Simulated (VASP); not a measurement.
Output of a VASP run:

### OUTCAR
```
 ion  position               nearest neighbor table
   1  0.000  0.000  0.000-   2 2.20   2 2.20   2 2.20   2 2.20
   2  0.250  0.250  0.250-   1 2.20   1 2.20   1 2.20   1 2.20
  LATTYP: Found a face centered cubic cell.
 ALAT       =     5.0902171996
 Subroutine PRICEL returns:
 Original cell was already a primitive cell.
 Subroutine GETGRP returns: Found 48 space group operations
The static configuration has the point symmetry T_d .
 The point group associated with its full space group is O_h .
The dynamic configuration has the point symmetry T_d .
 Subroutine INISYM returns: Found 48 space group operations
 Subroutine IBZKPT returns following result:
 Found     35 irreducible k-points:

 Following reciprocal coordinates:
            Coordinates               Weight
  0.000000  0.000000  0.000000      1.000000
  0.111111  0.000000  0.000000      8.000000
  0.222222  0.000000  0.000000      8.000000
  0.333333  0.000000  0.000000      8.000000
  0.444444  0.000000  0.000000      8.000000
  0.111111  0.111111  0.000000      6.000000
  0.222222  0.111111  0.000000     24.000000
  0.333333  0.111111  0.000000     24.000000
  0.444444  0.111111  0.000000     24.000000
 -0.444444  0.111111  0.000000     24.000000
 -0.333333  0.111111  0.000000     24.000000
 -0.222222  0.111111  0.000000     24.000000
 -0.111111  0.111111  0.000000     12.000000
  0.222222  0.222222  0.000000      6.000000
  0.333333  0.222222  0.000000     24.000000
  0.444444  0.222222  0.000000     24.000000
 -0.444444  0.222222  0.000000     24.000000
 -0.333333  0.222222  0.000000     24.000000
 -0.222222  0.222222  0.000000     12.000000
  0.333333  0.333333  0.000000      6.000000
  0.444444  0.333333  0.000000     24.000000
 -0.444444  0.333333  0.000000     24.000000
 -0.333333  0.333333  0.000000     12.000000
  0.444444  0.444444  0.000000      6.000000
 -0.444444  0.444444  0.000000     12.000000
  0.333333  0.222222  0.111111     24.000000
  0.444444  0.222222  0.111111     48.000000
 -0.444444  0.222222  0.111111     48.000000
  0.444444  0.333333  0.111111     24.000000
 -0.444444  0.333333  0.111111     48.000000
 -0.333333  0.333333  0.111111     48.000000
 -0.222222  0.333333  0.111111     24.000000
 -0.444444  0.444444  0.111111     24.000000
 -0.333333  0.444444  0.111111     24.000000
 -0.333333  0.444444  0.222222     24.000000
   k-points           NKPTS =     35   k-points in BZ     NKDIM =     35   number of bands    NBANDS=      8
   number of dos      NEDOS =    301   number of ions     NIONS =      2
   total plane-waves  NPLWV =  21952
   dimension x,y,z NGX =    28 NGY =   28 NGZ =   28
   dimension x,y,z NGXF=    56 NGYF=   56 NGZF=   56
   ions per type =               2
   PREC   = accura    normal or accurate (medium, high low for compatibility)
   ISTART =      0    job   : 0-new  1-cont  2-samecut
   ICHARG =      2    charge: 1-file 2-atom 10-const
   ISPIN  =      1    spin polarized calculation?
   LNONCOLLINEAR =      F non collinear calculations
   LSORBIT =      F    spin-orbit coupling
   INIWAV =      1    electr: 0-lowe 1-rand  2-diag
   ENCUT  =  500.0 eV  36.75 Ry    6.06 a.u.   6.56  6.56  6.56*2*pi/ulx,y,z
   NELM   =    100;   NELMIN=  2; NELMDL= -5     # of ELM steps
   EDIFF  = 0.1E-05   stopping-criterion for ELM
   LREAL  =      F    real-space projection
   NLSPLINE    = F    spline interpolate recip. space projectors
   LMAXMIX     =    2 max onsite mixed and CHGCAR
   VOSKOWN=      0    Vosko Wilk Nusair interpolation
   EDIFFG = -.2E-01   stopping-criterion for IOM
   NSW    =     40    number of steps for IOM
   NBLOCK =      1;   KBLOCK =     40    inner block; outer block
   IBRION =      2    ionic relax: 0-MD 1-quasi-New 2-CG
   NFREE  =      1    steps in history (QN), initial steepest desc. (CG)
   ISIF   =      3    stress and relaxation
   ISYM   =      2    0-nonsym 1-usesym 2-fastsym
   TEIN   =    0.0    initial temperature
...
```

File OSZICAR:
```
       N       E                     dE             d eps       ncg     rms          rms(c)
DAV:   1     0.842191299152E+01    0.84219E+01   -0.34015E+03   560   0.768E+02
DAV:   2    -0.103500464436E+02   -0.18772E+02   -0.18288E+02   856   0.857E+01
DAV:   3    -0.105507572484E+02   -0.20071E+00   -0.20071E+00   664   0.116E+01
DAV:   4    -0.105517237338E+02   -0.96649E-03   -0.96649E-03   952   0.884E-01
DAV:   5    -0.105517240044E+02   -0.27058E-06   -0.27058E-06   728   0.143E-02    0.627E+00
DAV:   6    -0.103231641166E+02    0.22856E+00   -0.16710E-01   624   0.219E+00    0.391E+00
DAV:   7    -0.102306336188E+02    0.92530E-01   -0.27281E-01   664   0.293E+00    0.461E-01
DAV:   8    -0.102314085806E+02   -0.77496E-03   -0.66013E-03   656   0.636E-01    0.903E-02
DAV:   9    -0.102315337349E+02   -0.12515E-03   -0.12820E-04   872   0.102E-01    0.693E-02
DAV:  10    -0.102315562360E+02   -0.22501E-04   -0.32767E-05   640   0.431E-02    0.212E-02
DAV:  11    -0.102315557473E+02    0.48868E-06   -0.56556E-07   728   0.563E-03
   1 F= -.97070506E+00 E0= -.97068747E+00  d E =-.970705E+00
       N       E                     dE             d eps       ncg     rms          rms(c)
DAV:   1    -0.807638588695E+01    0.21552E+01   -0.11196E+01   600   0.212E+01    0.421E+00
DAV:   2    -0.784153965816E+01    0.23485E+00   -0.21590E-01   776   0.345E+00    0.245E+00
DAV:   3    -0.773283149690E+01    0.10871E+00   -0.22950E-01   608   0.264E+00    0.792E-01
DAV:   4    -0.773256287603E+01    0.26862E-03   -0.28158E-03   752   0.500E-01    0.601E-01
DAV:   5    -0.773169578603E+01    0.86709E-03   -0.25134E-04   736   0.160E-01    0.616E-02
DAV:   6    -0.773169968007E+01   -0.38940E-05   -0.39083E-06   760   0.192E-02    0.318E-02
DAV:   7    -0.773169633154E+01    0.33485E-05   -0.58934E-07   368   0.862E-03    0.132E-03
DAV:   8    -0.773169642710E+01   -0.95553E-07   -0.25339E-08   336   0.164E-03
   2 F= -.39288709E+00 E0= -.39255842E+00  d E =0.577818E+00
       N       E                     dE             d eps       ncg     rms          rms(c)
DAV:   1    -0.994232015267E+01   -0.22106E+01   -0.52342E+00   616   0.135E+01    0.269E+00
DAV:   2    -0.982584496922E+01    0.11648E+00   -0.11076E-01   752   0.246E+00    0.176E+00
DAV:   3    -0.976940639499E+01    0.56439E-01   -0.12458E-01   608   0.187E+00    0.479E-01
DAV:   4    -0.976932603024E+01    0.80365E-04   -0.16960E-03   736   0.370E-01    0.341E-01
DAV:   5    -0.976906384246E+01    0.26219E-03   -0.18566E-04   680   0.114E-01    0.125E-02
DAV:   6    -0.976906440362E+01   -0.56116E-06   -0.31491E-06   736   0.171E-02
   3 F= -.10763452E+01 E0= -.10761914E+01  d E =-.105640E+00
       N       E                     dE             d eps       ncg     rms          rms(c)
DAV:   1    -0.973538385651E+01    0.33680E-01   -0.30830E-03   616   0.335E-01    0.643E-02
DAV:   2    -0.973532432059E+01    0.59536E-04   -0.58562E-05   760   0.562E-02    0.398E-02
DAV:   3    -0.973529869959E+01    0.25621E-04   -0.63771E-05   624   0.425E-02    0.117E-02
DAV:   4    -0.973529895291E+01   -0.25332E-06   -0.74002E-07   392   0.818E-03
   4 F= -.10768137E+01 E0= -.10766658E+01  d E =-.106109E+00
```

**OUTCAR**
```
------------------------ aborting loop because EDIFF is reached ----------------------------------------
  FORCE on cell =-STRESS in cart. coord.  units (eV):
  Direction    XX          YY          ZZ          XY          YZ          ZX
  --------------------------------------------------------------------------------------
  Total        8.6352848      8.6352848      8.6352848      0.0000000      0.0000000     -0.0000000
  in kB      448.7942264    448.7942264    448.7942264      0.0000000      0.0000000     -0.0000000
  external PRESSURE =      -1.2057736 kB  Pullay stress =     450.0000000 kB
  volume of cell :       30.83
      direct lattice vectors                 reciprocal lattice vectors
    -0.000000000  2.488685387  2.488685387    -0.200909284  0.200909284  0.200909284
     2.488685387 -0.000000000  2.488685387     0.200909284 -0.200909284  0.200909284
     2.488685387  2.488685387 -0.000000000     0.200909284  0.200909284 -0.200909284
 POSITION                                       TOTAL-FORCE (eV/Angst)
 -----------------------------------------------------------------------------------
      0.00000      0.00000      0.00000         0.000000      0.000000      0.000000
      1.24434      1.24434      1.24434        -0.000000     -0.000000     -0.000000
 -----------------------------------------------------------------------------------
    total drift:                                0.000000      0.000000     -0.000000
  FREE ENERGIE OF THE ION-ELECTRON SYSTEM (eV)
  ---------------------------------------------------
  free  energy   TOTEN  =        -9.7352989529 eV

  energy  without entropy=       -9.7350031901  energy(sigma->0) =       -9.73515107
  enthalpy is  TOTEN    =        -1.0768137235 eV   P V=        8.6584852294

 reached required accuracy - stopping structural energy minimisation
```
(Selected blocks of OUTCAR.)

### POSCAR
```
Si
1
    0.0000000000     2.5451085998     2.5451085998
    2.5451085998     0.0000000000     2.5451085998
    2.5451085998     2.5451085998     0.0000000000
Si
2
Direct
  0.0000000000   0.0000000000   0.0000000000
  0.2500000000   0.2500000000   0.2500000000
```

Write an INCAR and KPOINTS that could have produced this output.

One answer among several that fit: the input of the run itself, PBE GGA, plane waves, VASP's PBE PAW potentials (set 64).

KPOINTS:
```
K-points
0
Gamma
 9 9 9
0 0 0
```

**INCAR**
```
ALGO=Normal
EDIFF=1E-6
EDIFFG=-0.02
ENCUT=500
GGA=PE
IBRION=2
ISIF=3
ISMEAR=0
LASPH=.TRUE.
LCHARG=.FALSE.
LREAL=.FALSE.
LWAVE=.FALSE.
NELM=100
NSW=40
PREC=Accurate
PSTRESS=450
SIGMA=0.05
SYSTEM=Si
```

POTCAR, in this order: Si (PBE.64 set). Program: vasp_std.

Energy and stress use the plane-wave basis of the starting cell.

The compound is Si in the diamond structure. This run relaxes it under an external pressure of 45 GPa. Symmetry was kept, so distortions that lower it aren't found.
